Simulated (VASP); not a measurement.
Computed with PW91 GGA, VASP's PBE PAW potentials (set 64) (plane waves; VASP 6.6.1).

VASP ran on this input.

KPOINTS:
```
Automatic mesh
0
Gamma
7 7 7
0 0 0
```

### INCAR
```
# general
SYSTEM =Ge
PREC   =Accurate
ENCUT  =520
LREAL  =.False.
LASPH  =.True.

# electronic loop
EDIFF  =1E-6
NELM   =100
ALGO   =Normal
LMAXMIX=4

# smearing
ISMEAR =0
SIGMA  =0.05

# functional
GGA    =91

# ions
IBRION =2
NSW    =60
ISIF   =3
EDIFFG =-0.01

# output
LWAVE  =.False.
LCHARG =.False.
```

File POSCAR:
```
Ge
1
    0.0000000000     2.8290000000     2.8290000000
    2.8290000000     0.0000000000     2.8290000000
    2.8290000000     2.8290000000     0.0000000000
Ge
2
Direct
  0.0000000000   0.0000000000   0.0000000000
  0.2500000000   0.2500000000   0.2500000000
```

POTCAR, in this order: Ge_d (PBE.64 set). Program: vasp_std.

### Question
What will the output report for the number of irreducible k-points (NKPTS), largest plane-wave count, number of space-group operations, FFT grid (NGX, NGY, NGZ)?

### Answer

The number of irreducible k-points (NKPTS) is 20 and the largest plane-wave count is 1243. The number of space-group operations is 48 and the FFT grid (NGX, NGY, NGZ) is 30 × 30 × 30.

The compound is Ge in the diamond structure. This run relaxes it. Symmetry was kept, so distortions that lower it aren't found.
